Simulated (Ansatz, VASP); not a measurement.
# AlBPN: VASP beside Ansatz, part 2 of 3

Wanted: the spread between two codes on one cell, functional and k mesh. The cell is generated by rule, not measured, and may not be a known phase. The cell is taken from a series of runs on this material, whose earlier steps may have relaxed, scaled, displaced or heated it; both programs get it as it stands.

VASP 6.6.1 and Ansatz 0.2.0.

So far: Starting point; Ansatz: relaxation of cell and atoms, LDA, pair 1.

### 3. VASP: relaxation of cell and atoms, LDA, pair 1

Level of this step: LDA; plane waves and PAW (Al, B, N, P); invented cell (VASP).

The same cell, functional (in two slightly different forms), mesh and smearing now go to VASP, with its own data sets.

Lines of VASP's logs that name or quote its potential files are left out, and so is its time.

Contents of INCAR:

```
SYSTEM = AlBPN
PREC = Accurate
ENCUT = 600
EDIFF = 1E-07
NELM = 120
ISMEAR = 0
SIGMA = 0.1
LREAL = .FALSE.
ALGO = Normal
GGA = CA
NBANDS = 24
LORBIT = 11
LWAVE = .FALSE.
LCHARG = .FALSE.
ISIF = 3
IBRION = 2
NSW = 80
EDIFFG = -0.005
LASPH = .TRUE.
GGA_COMPAT = .FALSE.
NELMIN = 4
KPAR = 2
```

Contents of POSCAR:

```
AlBPN
1.0
    2.2554370000      2.2554370000      0.0000000000
   -2.1352640000      2.1352640000      0.0000000000
    0.0000000000      0.0000000000      9.0602960000
Al B N P
2 2 2 2
Direct
    0.0000000000      0.0000000000      0.5417919017
    0.5000002217      0.5000000000      0.7731383169
    0.0000000000      0.0000000000      0.9765322237
    0.5000002217      0.5000000000      0.2278891330
    0.5000002217      0.0000000000      0.6495142101
    0.0000000000      0.5000000000      0.8852964627
    0.5000002217      0.0000000000      0.0999519221
    0.0000000000      0.5000000000      0.3458857194
```

Contents of KPOINTS:

```
Automatic mesh
0
Gamma
10 10 4
0 0 0
```

PAW data sets: Al, B, N and P (LDA family, release 64).

Command:

```console
$ mpirun -np 2 vasp_std
```

Numbers of over 12 decimals in the logs are rounded to 6 here.

Output:

```text
[banner, memory and clock lines left out]
running    2 mpi-ranks, on    1 nodes
 distrk:  each k-point on    1 cores,    2 groups
 distr:  one band on    1 cores,    1 groups

 POSCAR found type information on POSCAR AlB N P
 POSCAR found :  4 types and       8 ions
 LDA part: xc-table for (Slater(with rela. corr.)+CA(PZ))
 , standard interpolation
 POSCAR, INCAR and KPOINTS ok, starting setup
 FFT: planning ... GRIDC
 FFT: planning ... GRID_SOFT
 FFT: planning ... GRID
 WAVECAR not read
 entering main loop
       N       E                     dE             d eps       ncg     rms          rms(c)
DAV:   1     0.108636930013E+03    0.10864E+03   -0.15743E+04  5184   0.134E+03
DAV:   2    -0.554947562758E+02   -0.16413E+03   -0.15431E+03  6960   0.227E+02
DAV:   3    -0.644673652314E+02   -0.89726E+01   -0.88550E+01  6872   0.540E+01
DAV:   4    -0.645741690831E+02   -0.10680E+00   -0.10665E+00  6296   0.665E+00
DAV:   5    -0.645758984994E+02   -0.17294E-02   -0.17290E-02  6984   0.778E-01    0.153E+01
DAV:   6    -0.593752284623E+02    0.52007E+01   -0.17715E+01  6376   0.241E+01    0.769E+00
DAV:   7    -0.591619272127E+02    0.21330E+00   -0.13179E+00  6416   0.665E+00    0.375E+00
DAV:   8    -0.590579880379E+02    0.10394E+00   -0.30270E-01  6448   0.336E+00    0.115E+00
DAV:   9    -0.590447866734E+02    0.13201E-01   -0.32751E-02  6936   0.130E+00    0.424E-01
DAV:  10    -0.590449316588E+02   -0.14499E-03   -0.79483E-03  6472   0.514E-01    0.143E-01
DAV:  11    -0.590449016869E+02    0.29972E-04   -0.38012E-04  6720   0.112E-01    0.505E-02
DAV:  12    -0.590448992419E+02    0.24450E-05   -0.78529E-05  6808   0.576E-02    0.219E-02
DAV:  13    -0.590448984603E+02    0.78158E-06   -0.15122E-05  6536   0.261E-02    0.782E-03
DAV:  14    -0.590448982322E+02    0.22810E-06   -0.18854E-06  6304   0.852E-03    0.390E-03
DAV:  15    -0.590448982273E+02    0.49658E-08   -0.14840E-07  4440   0.275E-03
   1 F= -.59044898E+02 E0= -.59043471E+02  d E =-.590449E+02
[... from here on, the cycles between the ionic steps are left out ...]
   2 F= -.59070625E+02 E0= -.59069182E+02  d E =-.257269E-01
   3 F= -.59070718E+02 E0= -.59069270E+02  d E =-.258194E-01
   4 F= -.59072226E+02 E0= -.59070761E+02  d E =-.150793E-02
   5 F= -.59072826E+02 E0= -.59071364E+02  d E =-.210872E-02
   6 F= -.59073151E+02 E0= -.59071687E+02  d E =-.324511E-03
   7 F= -.59073152E+02 E0= -.59071688E+02  d E =-.325278E-03
   8 F= -.59073278E+02 E0= -.59071811E+02  d E =-.126180E-03
   9 F= -.59073283E+02 E0= -.59071816E+02  d E =-.131814E-03
  10 F= -.59073295E+02 E0= -.59071825E+02  d E =-.118655E-04
 trial-energy change:   -0.000012  1 .order   -0.000012   -0.000033    0.000009
 step:   0.7832(harm=  0.7832)  dis= 0.00069  next Energy=   -59.073296 (dE=-0.130E-04)
 bond charge predicted
       N       E                     dE             d eps       ncg     rms          rms(c)
DAV:   1    -0.590732962456E+02   -0.93411E-06   -0.68126E-05  5328   0.513E-02    0.421E-03
DAV:   2    -0.590732963593E+02   -0.11377E-06   -0.24791E-06  6832   0.957E-03    0.160E-03
DAV:   3    -0.590732963267E+02    0.32607E-07   -0.77478E-08  3976   0.201E-03    0.916E-04
DAV:   4    -0.590732963183E+02    0.84628E-08   -0.39762E-08  3040   0.125E-03
  11 F= -.59073296E+02 E0= -.59071826E+02  d E =-.128935E-04
 curvature:  -0.47 expect dE=-0.689E-06 dE for cont linesearch -0.875E-10
 trial: gam= 0.04603 g(F)=  0.112E-05 g(S)=  0.342E-06 ort = 0.861E-07 (trialstep = 0.957E+00)
 search vector abs. value=  0.156E-05
 reached required accuracy - stopping structural energy minimisation
```

OUTCAR, selected parts (step 3):

```text
ion  position               nearest neighbor table
   1  0.000  0.000  0.542-   5 1.87   5 1.87   8 2.33   8 2.33   2 3.04   2 3.04   2 3.04   2 3.04

  LATTYP: Found a simple orthorhombic cell.
 ALAT       =     3.0197193080
 B/A-ratio  =     1.0562801602
 C/A-ratio  =     3.0003768813

 Subroutine GETGRP returns: Found  4 space group operations
 (whereof  4 operations were pure point group operations)

The static configuration has the point symmetry C_2v.

 Found    108 irreducible k-points:

   k-points           NKPTS =    108   k-points in BZ     NKDIM =    108   number of bands    NBANDS=     24

   dimension x,y,z NGX =    28 NGY =   24 NGZ =   72
   dimension x,y,z NGXF=    56 NGYF=   48 NGZF=  144

   ENCUT  =  600.0 eV  44.10 Ry    6.64 a.u.   6.37  6.03 18.10*2*pi/ulx,y,z

   NELECT =      32.0000    total number of electrons

 k-points in reciprocal lattice and weights: Automatic mesh
   0.00000000  0.00000000  0.00000000       0.003
   0.10000000  0.00000000  0.00000000       0.005
   0.20000000  0.00000000  0.00000000       0.005
   0.30000000  0.00000000  0.00000000       0.005
   0.40000000  0.00000000  0.00000000       0.005
   0.50000000  0.00000000  0.00000000       0.003
   0.00000000  0.10000000  0.00000000       0.005
   0.10000000  0.10000000  0.00000000       0.010
   0.20000000  0.10000000  0.00000000       0.010
[...]
0.40000000  0.50000000  0.50000000       0.005
   0.50000000  0.50000000  0.50000000       0.003

 average (electrostatic) potential at core
       1 -70.3868       2 -70.1063       3 -30.6044       4 -29.5208       5 -60.4733
       6 -60.6648       7 -81.4913       8 -81.3488

 E-fermi :   9.1479

 k-point     1 :       0.0000    0.0000    0.0000
  band No.  band energies     occupation
    ...
     12       4.8039      2.00000
     13       5.5287      2.00000
     14       6.6911      2.00000
     15       7.5024      2.00000
     16       8.5453      2.00000
     17       9.2517      0.14219
     18       9.4009      0.00035
     19      10.4046      0.00000
     20      10.7611      0.00000
     21      12.2396      0.00000
    ...

 k-point     2 :       0.1000    0.0000    0.0000
  band No.  band energies     occupation
    ...
     11       4.4315      2.00000
     12       4.4498      2.00000
     13       5.6011      2.00000
     14       6.4980      2.00000
     15       6.8451      2.00000
     16       9.2006      0.45619
     17       9.4317      0.00006
     18       9.5476      0.00000
     19      10.8556      0.00000
     20      11.2277      0.00000
    ...

 k-point     3 :       0.2000    0.0000    0.0000
  band No.  band energies     occupation
    ...
     11       4.5193      2.00000
     12       4.5424      2.00000
     13       5.6902      2.00000
     14       5.8050      2.00000
     15       6.2290      2.00000
     16       9.5025      0.00000
     17      10.0537      0.00000
     18      10.1641      0.00000
     19      11.1036      0.00000
     20      11.6203      0.00000
    ...

  Total       -0.0051501     -0.0051501      0.0017986     -0.0004814      0.0000000      0.0000000
  in kB       -0.0940318     -0.0940318      0.0328404     -0.0087902      0.0000000      0.0000000
  external PRESSURE =      -0.0517411 kB  Pullay stress =       0.0000000 kB

  energy-cutoff  :      600.00
  volume of cell :       87.75
      direct lattice vectors                 reciprocal lattice vectors
     2.239959375  2.239959375  0.000000000     0.223218334  0.223218334  0.000000000
    -2.163324947  2.163324947  0.000000000    -0.231125703  0.231125703  0.000000000
     0.000000000  0.000000000  9.054333779     0.000000000  0.000000000  0.110444349

 POSITION                                       TOTAL-FORCE (eV/Angst)
 -----------------------------------------------------------------------------------
     -0.00000      0.00000      4.87979         0.000000     -0.000000     -0.002129
      0.03832      2.20164      6.98223        -0.000000      0.000000     -0.000814
      0.00000      0.00000      8.84472         0.000000     -0.000000      0.000087
      0.03832      2.20164      2.06667         0.000000     -0.000000      0.001659
      1.11998      1.11998      5.88272        -0.000000      0.000000      0.001106
     -1.08166      1.08166      8.01480         0.000000     -0.000000      0.002919
      1.11998      1.11998      0.92078         0.000000     -0.000000     -0.002288
     -1.08166      1.08166      3.15279        -0.000000      0.000000     -0.000541
 -----------------------------------------------------------------------------------
    total drift:                               -0.000461     -0.000461     -0.000257

  FREE ENERGIE OF THE ION-ELECTRON SYSTEM (eV)
  ---------------------------------------------------
  free  energy   TOTEN  =       -59.0732963183 eV

  energy  without entropy=      -59.0703560267  energy(sigma->0) =      -59.07182617

 reached required accuracy - stopping structural energy minimisation

 total charge
# of ion       s       p       d       tot
------------------------------------------
    1        0.387   0.459   0.000   0.846
    2        0.381   0.459   0.000   0.840
    3        0.624   1.157   0.000   1.781
    4        0.677   1.341   0.000   2.018
    5        1.213   2.602   0.000   3.815
    6        1.202   2.525   0.000   3.726
    7        1.002   1.639   0.000   2.641
    8        1.012   1.629   0.000   2.642
--------------------------------------------------
tot          6.498  11.810   0.000  18.308

[... 3 further parts left out ...]
```

CONTCAR:

```
AlBPN
   1.00000000000000
     2.2399593751630831    2.2399593751630831    0.0000000000000000
    -2.1633249471600324    2.1633249471600324    0.0000000000000000
     0.0000000000000000    0.0000000000000000    9.0543337785483136
  Al              B               N               P
     2     2     2     2
Direct
     0.0000000000000000    0.0000000000000000    0.5389451362126852
     0.5000002216999988    0.5000000000000000    0.7711482581169191
     0.0000000000000000    0.0000000000000000    0.9768488940729605
     0.5000002216999988    0.5000000000000000    0.2282525048101240
     0.5000002216999988    0.0000000000000000    0.6497130417892417
     0.0000000000000000    0.5000000000000000    0.8851898666374864
     0.5000002216999988    0.0000000000000000    0.1016944306604568
     0.0000000000000000    0.5000000000000000    0.3482077573001239
```

The run keeps the 4 symmetry operations of its start, so it cannot find a distortion of lower symmetry.

### 4. Comparison

Known differences besides the potentials themselves: the two LDA forms differ slightly; the cutoff is 420 eV in Ansatz and 600 eV in VASP; VASP's log shows a relativistic correction to its local exchange, Ansatz's none; Ansatz adds a Pulay correction to the stress that steers its cell, VASP none. Total energies have different zeros and are not compared.

Both answers:

| quantity | Ansatz | VASP | difference |
| --- | --- | --- | --- |
| volume (Å³) | 87.67 | 87.75 | -0.09 % |
| edge a after relaxation, in the typed setting (Å) | 3.167 | 3.168 | -0.02 % |
| edge b after relaxation, in the typed setting (Å) | 3.059 | 3.059 | -0.03 % |
| edge c after relaxation, in the typed setting (Å) | 9.050 | 9.054 | -0.05 % |

### 5. VASP: relaxation of cell and atoms, LDA, pair 2

The relaxed volume is the usual yardstick between codes: in a stiff, nearly cubic crystal its relative difference is about their pressure difference at one cell divided by the bulk modulus.

Edit INCAR of step 3 so:

```diff
@@ -5,4 +5,4 @@
 NELM = 120
-ISMEAR = 0
-SIGMA = 0.1
+ISMEAR = 1
+SIGMA = 0.15
 LREAL = .FALSE.
```

Contents of POSCAR:

```
AlBPN
1.0
    2.2394780000      2.2394780000      0.0000000000
   -2.1627690000      2.1627690000      0.0000000000
    0.0000000000      0.0000000000      9.0502370000
Al B N P
2 2 2 2
Direct
    0.0000000000      0.0000000000      0.5391923990
    0.5000000000      0.5000002312      0.7711248888
    0.0000000000      0.0000000000      0.9766104468
    0.5000000000      0.5000002312      0.2283076123
    0.5000000000      0.0000000000      0.6497964639
    0.0000000000      0.5000002312      0.8849733990
    0.5000000000      0.0000000000      0.1016010962
    0.0000000000      0.5000002312      0.3483937492
```

Contents of KPOINTS:

```
Automatic mesh
0
Gamma
12 12 4
0 0 0
```

Command:

```console
$ mpirun -np 2 vasp_std
```

Output:

```text
[... set-up lines as in an earlier step ...]
 entering main loop
       N       E                     dE             d eps       ncg     rms          rms(c)
DAV:   1     0.106964514704E+03    0.10696E+03   -0.15745E+04  7056   0.134E+03
DAV:   2    -0.555661807249E+02   -0.16253E+03   -0.15299E+03  9512   0.226E+02
DAV:   3    -0.644358354364E+02   -0.88697E+01   -0.87633E+01  9344   0.536E+01
DAV:   4    -0.645389490129E+02   -0.10311E+00   -0.10297E+00  8760   0.657E+00
[...]
DAV:  13    -0.590611192065E+02    0.34446E-06   -0.14032E-05  8944   0.244E-02    0.736E-03
DAV:  14    -0.590611189518E+02    0.25472E-06   -0.15596E-06  9016   0.839E-03    0.311E-03
DAV:  15    -0.590611189567E+02   -0.48267E-08   -0.24810E-07  7320   0.303E-03
   1 F= -.59061119E+02 E0= -.59061787E+02  d E =-.590611E+02
[... from here on, the cycles between the ionic steps are left out ...]
   2 F= -.59062886E+02 E0= -.59063434E+02  d E =-.176701E-02
   3 F= -.59062991E+02 E0= -.59063526E+02  d E =-.187247E-02
   4 F= -.59063196E+02 E0= -.59063756E+02  d E =-.204112E-03
   5 F= -.59063209E+02 E0= -.59063765E+02  d E =-.217632E-03
   6 F= -.59063234E+02 E0= -.59063796E+02  d E =-.252360E-04
   7 F= -.59063235E+02 E0= -.59063796E+02  d E =-.262093E-04
   8 F= -.59063241E+02 E0= -.59063800E+02  d E =-.546564E-05
 trial-energy change:   -0.000005  1 .order   -0.000005   -0.000009   -0.000002
 step:   1.0928(harm=  1.0928)  dis= 0.00060  next Energy=   -59.063241 (dE=-0.553E-05)
 reached required accuracy - stopping structural energy minimisation
```

OUTCAR, selected parts (step 5):

```text
  Total       -0.0038404     -0.0038404      0.0060379      0.0028429      0.0000000      0.0000000
  in kB       -0.0700421     -0.0700421      0.1101210      0.0518499      0.0000000      0.0000000
  external PRESSURE =      -0.0099877 kB  Pullay stress =       0.0000000 kB

 POSITION                                       TOTAL-FORCE (eV/Angst)
 -----------------------------------------------------------------------------------
      0.00000      0.00000      4.86512         0.000000      0.000000     -0.002887
      0.03397      2.20465      6.96979         0.000000      0.000000      0.001273
      0.00000      0.00000      8.82967         0.000000      0.000000     -0.000353
      0.03397      2.20465      2.06434         0.000000      0.000000      0.002082
      1.11931      1.11931      5.87364         0.000000      0.000000     -0.002020
     -1.08534      1.08534      8.00032         0.000000      0.000000     -0.000057
      1.11931      1.11931      0.92115         0.000000      0.000000      0.003547
     -1.08534      1.08534      3.15178         0.000000      0.000000     -0.001586
 -----------------------------------------------------------------------------------
    total drift:                                0.000471     -0.000471      0.000128

  FREE ENERGIE OF THE ION-ELECTRON SYSTEM (eV)
  ---------------------------------------------------
  free  energy   TOTEN  =       -59.0632407349 eV

  energy  without entropy=      -59.0649192460  energy(sigma->0) =      -59.06380024

[... 1 part as in an earlier step ...]

[... 3 further parts left out ...]
[key lines of the parts left out:]
E-fermi :   9.1296
```

### 6. Ansatz: relaxation of cell and atoms, LDA, pair 2

The same cell, functional (in two slightly different forms), mesh and smearing now go to Ansatz, which takes its cutoff from its data sets.

The cell is taken from a series of runs on this material, whose earlier steps may have relaxed, scaled, displaced or heated it; both programs get it as it stands.

Contents of input.yaml:

```yaml
crystal:
  lattice:
    - [2.2394777999, 2.2394777999, 0.0]
    - [-2.1627692595, 2.1627692595, 0.0]
    - [0.0, 0.0, 9.0502371088]
  atoms:
    - { symbol: Al, position: [0.0, 0.0, 0.5391923704] }
    - { symbol: Al, position: [0.5, 0.5, 0.7711249065] }
    - { symbol: B, position: [0.0, 0.0, -0.0233895381] }
    - { symbol: B, position: [0.5, 0.5, 0.228307638] }
    - { symbol: "N", position: [0.5, 0.0, 0.6497964446] }
    - { symbol: "N", position: [0.0, 0.5, 0.8849733852] }
    - { symbol: P, position: [0.5, 0.0, 0.1016010873] }
    - { symbol: P, position: [0.0, 0.5, 0.348393706] }
kpoints:
  mp_grid: { grid: [12, 12, 4] }
hamiltonian:
  xc: lda
scf:
  occupations: { method: methfessel_paxton, width: 0.15 }
output:
  forces: true
  stress: true
  eigenvalues: true
relax:
  adjacent_minimum: "off"
  f_tol: 0.001
  max_steps: 60
  cell: { stress_tol: 0.01 }
```

Command:

```console
$ ansatz run input.yaml --threads 8 --pin off --max-ram 14336MiB --backend cpu --events-out ev --progress --plain --runs-dir out
```

Output:

```text
[...]
Crystal: 8 atoms, lattice volume = 87.669 Å³
Basis set: ecut = 420 eV, 1695 PW (Γ)
Bands: 24, of which v1, the nominal top of the filled ones, is band 16 counted from 1 (15 counted from 0)
Symmetry: 4 space group operations
[...]
k-points: 147 of 576 (time reversal used)
[...]
- [2.238115, 2.238115, 0]
    - [-2.170048, 2.170048, 0]
    - [0, 0, 9.035467]
  atoms:
    - { symbol: Al, position: [0, 0, 0.538457] }
    - { symbol: Al, position: [0.5, 0.5, 0.771046] }
    - { symbol: B, position: [0, 0, -0.023391] }
    - { symbol: B, position: [0.5, 0.5, 0.228456] }
    - { symbol: N, position: [0.5, 0, 0.649855] }
    - { symbol: N, position: [0, 0.500000, 0.884856] }
    - { symbol: P, position: [0.5, 0, 0.101851] }
    - { symbol: P, position: [0, 0.500000, 0.348870] }
[key lines of the parts left out:]
SCF converged after 7 iterations
Free energy (F): -3530.402349 eV
Fermi energy:    10.484599 eV
P = ⅓ Tr σ = 0.0035 GPa (0.035 kbar)
```

### 7. Comparison

Both answers:

| quantity | Ansatz | VASP | difference |
| --- | --- | --- | --- |
| volume (Å³) | 87.77 | 87.85 | -0.09 % |
| edge a after relaxation, in the typed setting (Å) | 3.165 | 3.166 | -0.02 % |
| edge b after relaxation, in the typed setting (Å) | 3.069 | 3.070 | -0.03 % |
| edge c after relaxation, in the typed setting (Å) | 9.036 | 9.039 | -0.04 % |

[end of part 2 of 3]

[Lines on the potential files, build, host, timing and source positions are cut from VASP's logs without a mark.]

[Logs are printed without paths, hosts, clocks, repeated set-up lines and the standing remarks that a program may print on its own settings, such as how far it seeks lower states.]

[Hosts, paths, dates, database ids (printed as entryN), source tags and the programs' standing remarks are cut or masked in the printed files.]
